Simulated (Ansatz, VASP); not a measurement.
**Cross-check of Se (Selenium) between VASP and Ansatz**

Aim: how closely do two programs agree when they are given the same cell, functional and k mesh? Other levels of theory on this material are compared in a session of their own.

Main program and level: Ansatz 0.2.0; plane waves, with VASP 6.6.1 beside it; band structure at PBE.

### Step 1. Starting point

Symmetry: P3_121, No. 152, trigonal system. The conventional cell has a = 4.366 Å, b = 4.366 Å, c = 4.954 Å, α = 90.00°, β = 90.00°, γ = 120.00°. Nearest to Se lie 2 Se at 2.37 Å.

### Step 2. Ansatz: band structure, PBE

Ansatz runs on its default PAW (the set named soft_2) files.

The same path points are solved in both programs, so levels can be compared one by one.

File input.yaml:

```yaml
crystal:
  lattice:
    - [4.3662, 0.0, 0.0]
    - [-2.1831, 3.781240118, 0.0]
    - [0.0, 0.0, 4.9536]
  atoms:
    - { symbol: Se, position: [0.2254, 0.0, 0.3333333333] }
    - { symbol: Se, position: [0.0, 0.2254, 0.6666666667] }
    - { symbol: Se, position: [0.7746, 0.7746, 0.0] }
hamiltonian:
  xc: pbe
  pseudopotentials: { kind: paw }
kpoints:
  mp_grid: { grid: [4, 4, 3] }
  band_path:
    path:
      - [0.0, 0.0, 0.0]
      - [0.13333, 0.0, 0.0]
      - [0.3, 0.0, 0.0]
      - [0.46667, 0.0, 0.0]
      - [0.46667, 0.06667, 0.0]
      - [0.41111, 0.17778, 0.0]
      - [0.35556, 0.28889, 0.0]
      - [0.28889, 0.28889, 0.0]
      - [0.17778, 0.17778, 0.0]
      - [0.06667, 0.06667, 0.0]
      - [0.0, 0.0, 0.03333]
      - [0.0, 0.0, 0.2]
      - [0.0, 0.0, 0.36667]
      - [0.0, 0.0, 0.5]
      - [0.16667, 0.0, 0.5]
      - [0.3, 0.0, 0.5]
      - [0.46667, 0.0, 0.5]
      - [0.5, 0.0, 0.5]
      - [0.46667, 0.06667, 0.5]
      - [0.41111, 0.17778, 0.5]
      - [0.35556, 0.28889, 0.5]
      - [0.33333, 0.33333, 0.5]
      - [0.28889, 0.28889, 0.5]
      - [0.17778, 0.17778, 0.5]
      - [0.06667, 0.06667, 0.5]
      - [0.5, 0.0, 0.46667]
      - [0.5, 0.0, 0.3]
      - [0.5, 0.0, 0.13333]
      - [0.33333, 0.33333, 0.0]
      - [0.33333, 0.33333, 0.16667]
      - [0.33333, 0.33333, 0.33333]
      - [0.33333, 0.33333, 0.5]
    npoints: 1
scf:
  occupations: { method: gaussian, width: 0.02 }
  n_extra_bands: 7
output:
  forces: true
  stress: true
  eigenvalues: true
```

Run with:

```
ansatz run input.yaml --threads 2 --pin off --max-ram 4608MiB --backend cpu --events-out ev --progress --plain --runs-dir out
```

Numbers of over 12 decimals in the logs are rounded to 6 here.

What it wrote:

```text
scf.n_extra_bands = 7 over 24 filled bands (N_el = 48.0): the run solves 31 bands
Engine: ansatz 0.2.0, x86_64-unknown-linux-gnu
Pseudopotentials: kind: paw
Pseudopotential: Se, paw, valence charge 16, recommended cutoff 420 eV (normal), Se.paw.azcp
Functional definition: PBE
  parameter kappa = 0.804
  parameter beta = 0.066725
  exchange = pbe_x(kappa = kappa, mu = beta*pi^2/3)
  correlation = pbe_c(beta = beta)
Crystal: 3 atoms, lattice volume = 81.782 Å³
Basis set: ecut = 420 eV, 1583 PW (Γ), exchange–correlation on 60×60×72 points (8 copies of the dense FFT grid, shifted against one another)
Bands: 31, of which v1, the nominal top of the filled ones, is band 24 counted from 1 (23 counted from 0)
Symmetry: 6 space group operations
Space group: P3121 (ITA 152), of the structure as read, at distance tolerance 4.3e-5 Å
k-points: 9 of 48 (time reversal used)
Non-local potential: Se, projectors of the file, l = 0: 2, l = 1: 2, l = 2: 3, l = 3: 1
PAW form: soft (Blöchl's): semilocal exchange-correlation on the pseudo side does not see the compensation charge
PAW one-centre angular grid: Se, 590 points (default); XC on 64 Gauss nodes
Initial density: superposition of atomic densities (neutral atoms: chi_scale 0, normalization atom), corrected by the library's trained network
Initial wavefunctions: pseudopotential atomic-orbital guess
Functional: x = pbe(κ = 0.804, μ = 0.219515), c = pbe(β = 0.066725)
SCF iter   1: F=—  HF=-16407.199729 eV  |F-HF|=—  |Δ(HF+E_count)|=         —  Δρ=1.37e-3  dr2=1.03e-3  ethr=1.77e-3  ⟨swp⟩=6.2  Hψ=1221  notcnv=0
preconditioner: auto → Resta (q_TF=auto, 2.496 Å⁻¹)  ε∞=3.2  [insulator: Δε(μ)=1.594 eV  Ē_g=11.739 eV  σ=0.020 eV  W_gap=1.00  n_scr=20 (ndim 8)  ℏωp=17.4 eV  f_vac=0.095  D(μ)=0.00/eV (n_scr^D=0)  ε∞_Penn≈3.2]
SCF iter   2: F=—  HF=-16407.200108 eV  |F-HF|=—  |Δ(HF+E_count)|=   3.80e-4  Δρ=8.17e-4  dr2=3.73e-4  ethr=2.14e-6  ⟨swp⟩=2.0  Hψ=608  notcnv=0  defer=22
SCF iter   3: F=—  HF=-16407.200451 eV  |F-HF|=—  |Δ(HF+E_count)|=   3.43e-4  Δρ=2.45e-4  dr2=3.91e-5  ethr=7.76e-7  ⟨swp⟩=3.0  Hψ=514  notcnv=0  defer=22
SCF iter   4: F=—  HF=-16407.200501 eV  |F-HF|=—  |Δ(HF+E_count)|=   4.99e-5  Δρ=7.47e-5  dr2=3.38e-6  ethr=8.14e-8  ⟨swp⟩=3.0  Hψ=473  notcnv=0  defer=22
SCF iter   5: F=—  HF=-16407.200504 eV  |F-HF|=—  |Δ(HF+E_count)|=   2.24e-6  Δρ=2.14e-5  dr2=5.28e-7  ethr=7.05e-9  ⟨swp⟩=2.0  Hψ=473  notcnv=0  defer=22
SCF iter   6: F=-16407.200504 eV  HF=-16407.200504 eV  |F-HF|=5.15e-8  |Δ(HF+E_count)|=   6.32e-9  Δρ=7.50e-6  dr2=6.04e-8  ethr=2.08e-10  ⟨swp⟩=7.7  Hψ=1280  notcnv=0
SCF 1 converged in 6 iterations: F = -16407.200504 eV  dr2 = 6.04e-8
  greatest PAW one-centre occupation: 1.000 electrons in one spin orbital (limit 2), on the Se atom at site 0 (counted from 0), in its partial waves of l = 2
NSCF: frozen V_eff on 32 k-points
SCF converged after 6 iterations
Free energy (F): -16407.200504 eV
Harris-Foulkes:  -16407.200504 eV  (|F-HF|=5.15e-8)
Internal energy: -16407.200504 eV  (E = F + TS)
E sigma→0 (E₀):  -16407.200504 eV
Fermi energy:    7.375669 eV
--- Per-component energies (eV) ---
  E_band       = -1226.127083
  E_kinetic    = 352.249460
  E_local      = -7739.626508  (includes V_loc(G=0)·N_el)
  E_nonlocal   = -1783.311169
  E_hartree    = 3792.050007
  E_xc         = -311.147285
  E_vxc        = -292.419152  (∫ρ·V_xc dr)
  E_paw        = -5735.838542  (= ΣΔE_a)
  E_vpaw       = 652.874265  (= ΣTr[D̂ρ^β])
  E_aug_tail   = -0.001813  (compensation charges beyond the density's cutoff)
  E_ewald      = -4981.574654
  E_smearing   = -0.000000  (= −TS)
  E_closure    = 0.000000  (closes the sum)
  Σ components = -16407.200504   (vs F -16407.200504, Δ=0.00e0)
--- Forces (eV/Å), atoms counted from 1 ---
  atom   1  Se     0.38057652    -0.00000000     0.00000000
  atom   2  Se    -0.19028826     0.32958894    -0.00000000
  atom   3  Se    -0.19028826    -0.32958894     0.00000000
  max |Σ_I F_I| component: 8.33e-17 eV/Å
--- Stress (GPa, compression-positive) ---
        2.285059       0.000000      -0.000000
        0.000000       2.285059       0.000000
       -0.000000       0.000000       3.820531
  P = ⅓ Tr σ = 2.7969 GPa (27.969 kbar)
--- Band table (eV; the first three rows and the last of 9) ---
  k-point 0: bands = [... 20 lower, 3.1285, 4.8413, 4.8413, 6.4752, 8.7752, 8.7752, 9.0494, 13.0563, ... 3 higher]
  k-point 1: bands = [... 20 lower, 3.4596, 5.0434, 5.5323, 5.7970, 8.1716, 8.2851, 8.3751, 13.3830, ... 3 higher]
  k-point 2: bands = [... 20 lower, 3.2886, 4.8403, 5.2359, 6.0884, 8.7717, 8.8916, 9.6811, 12.8519, ... 3 higher]
  k-point 8: bands = [... 20 lower, 2.8346, 4.9169, 5.8022, 6.5793, 8.5729, 9.4849, 10.0584, 13.2267, ... 3 higher]
```

It took 1.6 s on 2 threads of AMD EPYC 9R14 (Zen 4), shared host; peak memory 0.38 GiB.

Reading the cycles: dr2 is the Hartree energy of the density residual (eV), the measure of convergence; HF is the Harris–Foulkes estimate of the energy, which meets the free energy F at convergence.

### Step 3. VASP: band structure, PBE

The same cell, functional, mesh and smearing now go to VASP, with its own data sets and cutoff.

Lines of VASP's logs that name or quote its potential files are left out, and so is its time.

File INCAR:

```
SYSTEM = Se
PREC = Accurate
ENCUT = 400
EDIFF = 1E-06
NELM = 100
ISMEAR = 0
SIGMA = 0.02
LREAL = .FALSE.
ALGO = Normal
GGA = PE
NBANDS = 22
LORBIT = 11
LWAVE = .FALSE.
LCHARG = .FALSE.
KPAR = 4
```

File POSCAR:

```
Se
1.0
    4.3662000000      0.0000000000      0.0000000000
   -2.1831000000      3.7812401180      0.0000000000
    0.0000000000      0.0000000000      4.9536000000
Se
3
Direct
    0.2254000000      0.0000000000      0.3333333333
    0.0000000000      0.2254000000      0.6666666667
    0.7746000000      0.7746000000      0.0000000000
```

File KPOINTS:

```
Automatic mesh
0
Gamma
4 4 3
0 0 0
```

File KPOINTS_OPT:

```
Line mode
16
Line-mode
Reciprocal
  0.00000000   0.00000000   0.00000000 GAMMA
  0.50000000   0.00000000   0.00000000 M

  0.50000000   0.00000000   0.00000000 M
  0.33333333   0.33333333   0.00000000 K

  0.33333333   0.33333333   0.00000000 K
  0.00000000   0.00000000   0.00000000 GAMMA

  0.00000000   0.00000000   0.00000000 GAMMA
  0.00000000   0.00000000   0.50000000 A

  0.00000000   0.00000000   0.50000000 A
  0.50000000   0.00000000   0.50000000 L

  0.50000000   0.00000000   0.50000000 L
  0.33333333   0.33333333   0.50000000 H

  0.33333333   0.33333333   0.50000000 H
  0.00000000   0.00000000   0.50000000 A

  0.50000000   0.00000000   0.50000000 L
  0.50000000   0.00000000   0.00000000 M

  0.33333333   0.33333333   0.00000000 K
  0.33333333   0.33333333   0.50000000 H
```

Potentials, in the order of the species: Se (PBE family, release 64).

Run with:

```
mpirun -np 4 vasp_std
```

What it wrote:

```text
[banner, memory and clock lines left out]
running    4 mpi-ranks, on    1 nodes
 distrk:  each k-point on    1 cores,    4 groups
 distr:  one band on    1 cores,    1 groups

 POSCAR found type information on POSCAR Se
 POSCAR found :  1 types and       3 ions
 LDA part: xc-table for (Slater+PW92), standard interpolation
 POSCAR, INCAR and KPOINTS ok, starting setup
 FFT: planning ... GRIDC
 FFT: planning ... GRID_SOFT
 FFT: planning ... GRID
 WAVECAR not read
 entering main loop
       N       E                     dE             d eps       ncg     rms          rms(c)
DAV:   1     0.679359879208E+02    0.67936E+02   -0.56540E+03   396   0.537E+02
DAV:   2    -0.614052570259E+01   -0.74077E+02   -0.70360E+02   520   0.121E+02
DAV:   3    -0.105211682662E+02   -0.43806E+01   -0.43471E+01   480   0.297E+01
DAV:   4    -0.105491042160E+02   -0.27936E-01   -0.27932E-01   456   0.285E+00
DAV:   5    -0.105492497606E+02   -0.14554E-03   -0.14554E-03   494   0.205E-01    0.704E+00
DAV:   6    -0.104787471404E+02    0.70503E-01   -0.30289E-02   456   0.888E-01    0.432E+00
DAV:   7    -0.104553602297E+02    0.23387E-01   -0.67336E-02   450   0.124E+00    0.209E-01
DAV:   8    -0.104547738169E+02    0.58641E-03   -0.71271E-03   438   0.411E-01    0.107E-01
DAV:   9    -0.104548928833E+02   -0.11907E-03   -0.27363E-04   506   0.779E-02    0.357E-02
DAV:  10    -0.104549385579E+02   -0.45675E-04   -0.44178E-05   456   0.339E-02    0.655E-03
DAV:  11    -0.104549411295E+02   -0.25717E-05   -0.45559E-06   502   0.104E-02    0.334E-03
DAV:  12    -0.104549412823E+02   -0.15276E-06   -0.11206E-06   366   0.545E-03
   1 F= -.10454941E+02 E0= -.10454941E+02  d E =-.153870E-30
 Start KPOINTS_OPT (optional k-point list driver)
k-point batch [1-9\144]
       N       E                     dE             ncg
DAV:   1     0.155531149330E+03   -0.51251E+03      396
DAV:   2    -0.523318725863E+03   -0.67885E+03      510
DAV:   3    -0.570095040800E+03   -0.46776E+02      468
DAV:   4    -0.570409473013E+03   -0.31443E+00      426
DAV:   5    -0.570410871768E+03   -0.13988E-02      492
DAV:   6    -0.570410884978E+03   -0.13210E-04      432
DAV:   7    -0.570410885138E+03   -0.16001E-06      418
[...]
k-point batch [136-144\144]
       N       E                     dE             ncg
DAV:   1     0.108563422007E+03   -0.45709E+04      396
DAV:   2    -0.556469468822E+03   -0.66503E+03      538
DAV:   3    -0.594018417782E+03   -0.37549E+02      504
DAV:   4    -0.594264974140E+03   -0.24656E+00      504
DAV:   5    -0.594266399988E+03   -0.14258E-02      500
DAV:   6    -0.594266414479E+03   -0.14491E-04      522
DAV:   7    -0.594266414644E+03   -0.16541E-06      398
```

Parts of OUTCAR (step 3):

```text
ion  position               nearest neighbor table
   1  0.225  0.000  0.333-   3 2.37   2 2.37
   2  0.000  0.225  0.667-   3 2.37   1 2.37
   3  0.775  0.775  0.000-   2 2.37   1 2.37

  LATTYP: Found a hexagonal cell.
 ALAT       =     4.3662000000
 C/A-ratio  =     1.1345334616

 Subroutine GETGRP returns: Found  6 space group operations
 (whereof  2 operations were pure point group operations)

The static configuration has the point symmetry C_2 .
 The point group associated with its full space group is D_3 .

 Found      9 irreducible k-points:

   k-points           NKPTS =      9   k-points in BZ     NKDIM =      9   number of bands    NBANDS=     22

   dimension x,y,z NGX =    28 NGY =   28 NGZ =   32
   dimension x,y,z NGXF=    56 NGYF=   56 NGZF=   64

   ENCUT  =  400.0 eV  29.40 Ry    5.42 a.u.   7.12  7.12  8.08*2*pi/ulx,y,z

   NELECT =      18.0000    total number of electrons

 k-points in reciprocal lattice and weights: Automatic mesh
   0.00000000  0.00000000  0.00000000       0.021
   0.25000000  0.00000000  0.00000000       0.125
   0.50000000  0.00000000  0.00000000       0.062
   0.25000000  0.25000000  0.00000000       0.125
   0.00000000  0.00000000  0.33333333       0.042
   0.25000000  0.00000000  0.33333333       0.125
   0.00000000  0.25000000  0.33333333       0.125
   0.50000000  0.00000000  0.33333333       0.125
   0.25000000  0.25000000  0.33333333       0.250

 average (electrostatic) potential at core
       1 -56.1594       2 -56.1594       3 -56.1594

 E-fermi :   2.5361

 k-point     1 :       0.0000    0.0000    0.0000
  band No.  band energies     occupation
    ...
      5      -1.1627      2.00000
      6      -1.0845      2.00000
      7       0.6324      2.00000
      8       0.6324      2.00000
      9       2.2717      2.00000
     10       4.5523      0.00000
     11       4.5523      0.00000
     12       4.8335      0.00000
     13       8.8440      0.00000
     14       9.1618      0.00000
    ...

 k-point     2 :       0.2500    0.0000    0.0000
  band No.  band energies     occupation
    ...
      5      -1.6943      2.00000
      6      -0.9205      2.00000
      7       0.6300      2.00000
      8       1.0272      2.00000
      9       1.8821      2.00000
     10       4.5520      0.00000
     11       4.6727      0.00000
     12       5.4680      0.00000
     13       8.6299      0.00000
     14       8.9464      0.00000
    ...

 k-point     3 :       0.5000    0.0000    0.0000
  band No.  band energies     occupation
    ...
      5      -2.0418      2.00000
      6      -0.7706      2.00000
      7      -0.2217      2.00000
      8       0.8958      2.00000
      9       1.6777      2.00000
     10       4.6030      0.00000
     11       4.9982      0.00000
     12       6.7838      0.00000
     13       7.9476      0.00000
     14      10.3504      0.00000
    ...

  Total        1.2008572      1.2008572      2.0321872     -0.0000000     -0.0000000      0.0000000
  in kB       23.5257318     23.5257318     39.8121364     -0.0000000     -0.0000000      0.0000000
  external PRESSURE =      28.9545333 kB  Pullay stress =       0.0000000 kB

  energy-cutoff  :      400.00
  volume of cell :       81.78
      direct lattice vectors                 reciprocal lattice vectors
     4.366200000  0.000000000  0.000000000     0.229032110  0.132231751  0.000000000
    -2.183100000  3.781240118  0.000000000     0.000000000  0.264463501  0.000000000
     0.000000000  0.000000000  4.953600000     0.000000000  0.000000000  0.201873385

 POSITION                                       TOTAL-FORCE (eV/Angst)
 -----------------------------------------------------------------------------------
      0.98414      0.00000      1.65120         0.417896     -0.000000      0.000000
     -0.49207      0.85229      3.30240        -0.208948      0.361908     -0.000000
      1.69103      2.92895      0.00000        -0.208948     -0.361908     -0.000000
 -----------------------------------------------------------------------------------
    total drift:                               -0.000000     -0.000001      0.000000

  FREE ENERGIE OF THE ION-ELECTRON SYSTEM (eV)
  ---------------------------------------------------
  free  energy   TOTEN  =       -10.4549412823 eV

  energy  without entropy=      -10.4549412823  energy(sigma->0) =      -10.45494128

 total charge
# of ion       s       p       d       tot
------------------------------------------
    1        1.513   2.183   0.058   3.754
    2        1.513   2.183   0.058   3.754
    3        1.513   2.183   0.058   3.754
--------------------------------------------------
tot          4.538   6.548   0.174  11.261

[... 3 further parts left out ...]
```

At this level the cell is under a pressure of 2.9 GPa, so at these settings it is away from equilibrium.

### Step 4. Side by side

Known differences besides the potentials themselves: the data sets hold 48 valence electrons in Ansatz (default PAW (the set named soft_2) files) and 18 in VASP; the cutoff is 420 eV in Ansatz and 400 eV in VASP; VASP leaves aspherical gradient terms in its spheres out (LASPH is not set), Ansatz keeps them. Total energies have different zeros and are not compared.

Both answers:

| quantity | Ansatz | VASP | difference |
| --- | --- | --- | --- |
| pressure (GPa) | 2.80 | 2.90 | -0.10 |
| gap over the path points (eV) | 1.025 | 0.998 | +0.026 |

Forces (eV/Å; atoms numbered as in POSCAR):

| atom | Ansatz x, y, z | VASP x, y, z |
| --- | --- | --- |
| Se1 | 0.381, 0.000, 0.000 | 0.418, 0.000, 0.000 |
| Se2 | -0.190, 0.330, 0.000 | -0.209, 0.362, 0.000 |
| Se3 | -0.190, -0.330, 0.000 | -0.209, -0.362, 0.000 |

Levels at points of the path, from each program's valence-band top (eV; 4 filled, then empty):

```csv
k (reciprocal lattice),Ansatz,VASP
0.000 0.000 0.000,-3.77 -2.06 -2.06 -0.42 1.88 1.88 2.15,-3.78 -2.06 -2.06 -0.42 1.86 1.86 2.14
0.133 0.000 0.000,-3.59 -2.03 -1.75 -0.55 1.78 1.87 2.33,-3.60 -2.03 -1.75 -0.55 1.77 1.85 2.31
0.300 0.000 0.000,-3.62 -2.19 -1.72 -0.89 1.90 2.10 3.10,-3.62 -2.19 -1.73 -0.89 1.89 2.08 3.09
0.467 0.000 0.000,-3.48 -2.87 -1.79 -1.01 1.92 2.31 4.06,-3.48 -2.88 -1.80 -1.01 1.91 2.30 4.05
0.467 0.067 0.000,-3.42 -2.90 -1.85 -1.09 1.99 2.43 4.06,-3.42 -2.91 -1.86 -1.09 1.98 2.41 4.05
0.411 0.178 0.000,-3.21 -2.88 -2.17 -1.41 2.38 2.91 3.86,-3.21 -2.89 -2.17 -1.41 2.36 2.89 3.85
0.356 0.289 0.000,-2.91 -2.86 -2.60 -1.63 2.90 3.14 3.71,-2.92 -2.86 -2.60 -1.63 2.88 3.13 3.70
0.289 0.289 0.000,-3.08 -2.74 -2.48 -1.58 2.76 3.14 3.64,-3.08 -2.75 -2.48 -1.59 2.75 3.13 3.63
0.178 0.178 0.000,-3.43 -2.24 -1.76 -1.09 2.13 2.34 2.93,-3.44 -2.25 -1.77 -1.10 2.12 2.33 2.92
0.067 0.067 0.000,-3.58 -2.04 -1.79 -0.52 1.79 1.87 2.28,-3.59 -2.05 -1.80 -0.52 1.77 1.85 2.27
```

The forces differ by 22 meV/Å r.m.s., which is 8.9 % of the r.m.s. force of 0.24 eV/Å (both taken over all components). Among the levels compared at these points, filled levels agree within 11 meV and empty ones within 26 meV.

### Step 5. Further runs

Further runs change the set-up of one program: Ansatz's method, potentials or start, or VASP's data sets, cutoff or form of LDA. The table gives Ansatz less VASP for each quantity, since a change that brings one quantity closer may part another.

| run | r.m.s. force difference (meV/Å) | pressure (GPa) | gap over the path points (eV) |
| --- | --- | --- | --- |
| as above | 22 | -0.099 | 0.026 |
| Ansatz's larger PAW set (cutoff 580 eV) | 24 | -0.11 | 0.035 |
| norm-conserving potentials (cutoff 1170 eV) | 17 | -0.11 | 0.010 |

### Step 6. Outcome

```json
{
 "r.m.s. force difference (band structure, PBE)": "8.9 % of the r.m.s. force"
}
```

In words: The r.m.s. force difference is 8.9 % of the r.m.s. force (band structure, PBE), beyond the 3 % picked in this series as the mark of a large difference. Band structure, PBE, Ansatz's larger PAW set (cutoff 580 eV): the difference in gap over the path points goes from 0.026 to 0.035 eV. Band structure, PBE, norm-conserving potentials (cutoff 1170 eV): the difference in gap over the path points goes from 0.026 to 0.010 eV. 11 further runs of this series are not shown here. Such differences can come from data sets, numerical settings and the points named under the comparisons, not from the functional's error against experiment.

[Lines on the potential files, build, host, timing and source positions are cut from VASP's logs without a mark.]

[Logs are printed without paths, hosts, clocks, repeated set-up lines and the standing remarks that a program may print on its own settings, such as how far it seeks lower states.]

[Hosts, paths, dates, database ids (printed as entryN), source tags and the programs' standing remarks are cut or masked in the printed files.]
